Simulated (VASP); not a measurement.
A convergence study with VASP on Cu (fcc): one setting is varied, all else stays as given below, so the limit is that of these other settings.

```yaml
crystal:
  lattice:
    - [0.00000, 1.80500, 1.80500]
    - [1.80500, 0.00000, 1.80500]
    - [1.80500, 1.80500, 0.00000]
  atoms:
    - { symbol: Cu, position: [0.00000, 0.00000, 0.00000] }
```

These are PBE GGA, VASP's PBE PAW potentials (set 64) (plane waves; VASP) values and carry that method's errors. The tightest run used: 550 eV cut-off, 27×27×27 Γ-centred mesh, tetrahedra with Blöchl corrections, potentials Cu.

| setting | E (eV/atom) | pressure (GPa) | irreducible k-points |
|---|---|---|---|
| 3×3×3 mesh | -4.1183 | -1.59 | 4 |
| 4×4×4 mesh | -3.5987 | 3.03 | 8 |
| 5×5×5 mesh | -3.7707 | 2.66 | 10 |
| 6×6×6 mesh | -3.7243 | 2.71 | 16 |

These are the cheaper rows. Estimate the results at 27×27×27 mesh, and how far the last row shown lies from them.

| quantity | tightest run | last row shown is off by |
|---|---|---|
| E (eV/atom) | -3.7257 | 0.0013 |
| pressure (GPa) | 2.98 | -0.27 |

Left out are rungs that failed or repeat a setting and relaxations that didn't move; long series are thinned to 24 rows.

The compound is Cu in the fcc structure. The cell was not relaxed at this level.
